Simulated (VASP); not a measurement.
Data:

```yaml
crystal:
  lattice:
    - [2.71529, 0.00000, 0.00000]
    - [-2.71529, 2.71529, 0.00000]
    - [0.00000, 0.00000, 15.76000]
  atoms:
    - { symbol: Ir, position: [0.00000, 0.00000, 0.43909] }
    - { symbol: Ir, position: [0.00000, 0.50000, 0.31726] }
    - { symbol: Ir, position: [0.00000, 0.00000, 0.68274] }
    - { symbol: Ir, position: [0.00000, 0.50000, 0.56091] }
```

Computed with PBE GGA, VASP's PBE PAW potentials (set 64) (plane waves; VASP). Settings: 300 eV cut-off, 8×6×1 Γ-centred mesh, Fermi-Dirac smearing of 0.10 eV, potentials Ir.

At this cut-off the stress carries a Pulay error, which pulls relaxed volumes low. The cell holds a wide vacuum, so values per volume refer to the whole cell.

Q: Which forces act on the atoms, in eV/Å?

A: 
| atom | Fx | Fy | Fz |
|---|---|---|---|
| Ir1 | 0.000 | 0.000 | -0.807 |
| Ir2 | 0.000 | 0.000 | 0.480 |
| Ir3 | 0.000 | 0.000 | -0.480 |
| Ir4 | 0.000 | 0.000 | 0.807 |

Q: Give the stress tensor in GPa (positive for a compressed cell).

A: 
```
-3.89   0.00   0.00
 0.00  -3.89   0.00
 0.00   0.00  -2.10
```
The pressure is its mean diagonal, -3.30 GPa.

The cell is a sheet with vacuum, built from a generated structure.
